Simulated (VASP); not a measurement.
Consider the following.

```
TlCl
1.0
    3.85547     0.00000     0.00000
    0.00000     3.85547     0.00000
    0.00000     0.00000     3.85547
Tl Cl
1 1
Direct
  0.00000   0.00000   0.00000
  0.50000   0.50000   0.50000
```

All values below come from rev-vdW-DF2, VASP's PBE PAW potentials (set 64) (plane waves; VASP 6.6.1). Numerical set-up: 520 eV cut-off, 7×7×7 Γ-centred mesh, Gaussian smearing of 0.050 eV, potentials Tl_d Cl.

Q: Predict the energy per atom (σ→0).

A: 
The energy per atom (σ→0) comes out as -0.936 eV/atom.

Only differences to runs with the same potentials and settings are physical.

The compound is TlCl in the CsCl type structure. This cell is one point of a volume scan, at 1.03 of the reference volume.
